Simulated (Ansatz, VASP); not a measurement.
# ZnRe (ZnRe in the Bh ordering): VASP beside Ansatz, part 2 of 2

One calculation is typed for both programs; each brings its own data sets. How far apart do they land? The cell is generated by rule, not measured, and may not be a known phase. The cell is taken from a series of runs on this material, whose earlier steps may have relaxed, scaled, displaced or heated it; both programs get it as it stands.

VASP 6.6.1 and Ansatz 0.2.0.

So far: Starting point; VASP: relaxation of cell and atoms, PBEsol, pair 1; Ansatz: relaxation of cell and atoms, PBEsol, pair 1; Comparison.

The structure was built from a prototype and need not be the compound's stable phase.

## (5) Ansatz: relaxation of cell and atoms, PBEsol, pair 2

Level of this step: Ansatz beside VASP: Kohn-Sham DFT, plane waves, PBEsol (Ansatz).

The relaxed volume is the usual yardstick between codes: in a stiff, nearly cubic crystal its relative difference is about their pressure difference at one cell divided by the bulk modulus.

The cell is taken from a series of runs on this material, whose earlier steps may have relaxed, scaled, displaced or heated it; both programs get it as it stands.

Contents of input.yaml:

```yaml
crystal:
  lattice:
    - [2.7147080729, -2.8364e-06, 0.0]
    - [-1.35735158, 2.3510075731, 0.0]
    - [0.0, 0.0, 4.4113575999]
  atoms:
    - { symbol: Re, position: [0.3333333333, 0.6666666667, 0.25] }
    - { symbol: Zn, position: [0.6666666667, 0.3333333333, 0.75] }
kpoints:
  mp_grid: { grid: [12, 12, 8] }
hamiltonian:
  xc: pbesol
scf:
  occupations: { method: methfessel_paxton, width: 0.2 }
output:
  forces: true
  stress: true
  eigenvalues: true
relax:
  adjacent_minimum: "off"
  f_tol: 0.001
  max_steps: 60
  cell: { stress_tol: 0.01 }
```

The run is started by

```sh
$ ansatz run input.yaml --threads 4 --pin off --max-ram 8192MiB --backend cpu --events-out ev --progress --plain --runs-dir out
```

Numbers of over 12 decimals in the logs are rounded to 6 here.

The log of the run:

```text
[...]
Crystal: 2 atoms, lattice volume = 28.155 Å³
Basis set: ecut = 420 eV, 549 PW (Γ), exchange–correlation on 40×40×60 points (8 copies of the dense FFT grid, shifted against one another)
Bands: 18, of which v1, the nominal top of the filled ones, is band 14 counted from 1 (13 counted from 0)
Symmetry: 12 space group operations
[...]
k-points: 95 of 1152 (time reversal used)
[...]
k-point 94: bands = [... 10 lower, 15.0644, 15.8851, 16.5665, 18.6712, 19.7594, 23.5262, 24.7970, 25.6189]
--- Relaxed structure (3 steps of the walk, 3 accepted, 1 SCFs on fresh bases) ---
[...]
cell:  # Å, volume = 28.1506 Å³
    - [2.714697, -2.8364203541787913e-6, 0.0]
    - [-1.357346, 2.350998, 0.0]
    - [0.0, 0.0, 4.410775]
  atoms:
    - { symbol: Re, position: [0.333333, 0.666667, 0.250000] }
    - { symbol: Zn, position: [0.666667, 0.333333, 0.750000] }
[key lines of the parts left out:]
SCF converged after 5 iterations
Free energy (F): -14017.683567 eV
Fermi energy:    18.509928 eV
P = ⅓ Tr σ = -0.0005 GPa (-0.005 kbar)
```

## (6) VASP: relaxation of cell and atoms, PBEsol, pair 2

The same cell, functional, mesh and smearing now go to VASP, with its own data sets.

Contents of INCAR:

```
SYSTEM = ZnRe
PREC = Accurate
ENCUT = 600
EDIFF = 1E-07
NELM = 120
ISMEAR = 1
SIGMA = 0.2
LREAL = .FALSE.
ALGO = Normal
GGA = PS
NBANDS = 15
LASPH = .TRUE.
LORBIT = 11
LWAVE = .FALSE.
LCHARG = .FALSE.
ISIF = 3
IBRION = 2
NSW = 80
EDIFFG = -0.005
GGA_COMPAT = .FALSE.
NELMIN = 4
```

Contents of POSCAR:

```
ZnRe
1.0
    2.7147080000     -0.0000030000      0.0000000000
   -1.3573520000      2.3510080000      0.0000000000
    0.0000000000      0.0000000000      4.4113580000
Re Zn
1 1
Direct
    0.3333334371      0.6666663831      0.2499998867
    0.6666667186      0.3333331916      0.7499998867
```

Contents of KPOINTS:

```
Automatic mesh
0
Gamma
12 12 8
0 0 0
```

PAW data sets: Re and Zn (PBE family, release 64).

The run is started by

```sh
$ mpirun -np 1 vasp_std
```

The log of the run:

```text
[banner, memory and clock lines left out]
running    1 mpi-ranks, on    1 nodes
[...]
[... a notice as in an earlier step ...]

 LDA part: xc-table for (Slater+PW92), standard interpolation
 POSCAR, INCAR and KPOINTS ok, starting setup
[...]
entering main loop
       N       E                     dE             d eps       ncg     rms          rms(c)
DAV:   1     0.645920795091E+02    0.64592E+02   -0.10114E+04  4267   0.194E+03
DAV:   2    -0.131136619022E+02   -0.77706E+02   -0.74204E+02  4352   0.413E+02
DAV:   3    -0.154522118072E+02   -0.23385E+01   -0.23262E+01  4036   0.606E+01
DAV:   4    -0.154782257827E+02   -0.26014E-01   -0.25977E-01  3881   0.415E+00
[...]
DAV:  11    -0.144848318487E+02    0.70177E-05   -0.49100E-05  4877   0.177E-01    0.103E-02
DAV:  12    -0.144848326175E+02   -0.76873E-06   -0.29348E-06  4320   0.212E-02    0.210E-03
DAV:  13    -0.144848325984E+02    0.19107E-07   -0.66695E-08  2453   0.426E-03
   1 F= -.14484833E+02 E0= -.14485412E+02  d E =-.144848E+02
[... from here on, the cycles between the ionic steps are left out ...]
   2 F= -.14484785E+02 E0= -.14485388E+02  d E =0.477365E-04
   3 F= -.14484878E+02 E0= -.14485467E+02  d E =-.454613E-04
   4 F= -.14484884E+02 E0= -.14485493E+02  d E =-.606185E-05
   5 F= -.14484888E+02 E0= -.14485489E+02  d E =-.980018E-05
[...]
reached required accuracy - stopping structural energy minimisation
```

From OUTCAR (step 6):

```text
  Total       -0.0004722     -0.0004722      0.0000266      0.0000000     -0.0000000      0.0000000
  in kB       -0.0268383     -0.0268383      0.0015110      0.0000000     -0.0000000      0.0000000
  external PRESSURE =      -0.0173885 kB  Pullay stress =       0.0000000 kB

 POSITION                                       TOTAL-FORCE (eV/Angst)
 -----------------------------------------------------------------------------------
      0.00000      1.56727      1.10423         0.000000     -0.000000      0.000000
      1.35730      0.78364      3.31269        -0.000000      0.000000     -0.000000
 -----------------------------------------------------------------------------------
    total drift:                               -0.000030      0.000031     -0.000002

  FREE ENERGIE OF THE ION-ELECTRON SYSTEM (eV)
  ---------------------------------------------------
  free  energy   TOTEN  =       -14.4848878598 eV

  energy  without entropy=      -14.4866910194  energy(sigma->0) =      -14.48548891

[... 2 parts as in an earlier step ...]

[... 2 further parts left out ...]
[key lines of the parts left out:]
E-fermi :   5.7844
```

## (7) Differences

What differs besides the data sets and the points named for the pairs above, as far as they apply: the data sets hold 27 valence electrons in Ansatz (on its default PAW (the set named soft_2) files) and 19 in VASP. Total energies have different zeros and are not compared.

The two programs side by side:

| quantity | Ansatz | VASP | difference |
| --- | --- | --- | --- |
| volume (Å³) | 28.15 | 28.19 | -0.13 % |
| edge a after relaxation, in the typed setting (Å) | 2.715 | 2.715 | +0.00 % |
| edge c after relaxation, in the typed setting (Å) | 4.411 | 4.417 | -0.14 % |

## (8) Summary of results

```yaml
difference_in_edge_c_after_relaxation_in_the_typed_setting_relaxation_of_cell_and_atoms_pbesol_pair_1: -0.14 %
difference_in_edge_c_after_relaxation_in_the_typed_setting_relaxation_of_cell_and_atoms_pbesol_pair_2: -0.14 %
```

The difference in edge c after relaxation, in the typed setting is -0.14 % (relaxation of cell and atoms, PBEsol, pair 2), within the 1.2 % picked in this series as the mark of a large difference, as far as the stopping tolerances let one tell. The data sets hold unlike numbers of valence electrons (27 in Ansatz and 19 in VASP), so part of the differences comes from the potentials. 1 further run of this series is not shown here. How closely two codes agree says nothing of how well the functional describes the real material.

[Lines on the potential files, build, host, timing and source positions are cut from VASP's logs without a mark.]

[Logs are printed without paths, hosts, clocks, repeated set-up lines and the standing remarks that a program may print on its own settings, such as how far it seeks lower states.]

[Hosts, paths, dates, database ids (printed as entryN), source tags and the programs' standing remarks are cut or masked in the printed files.]
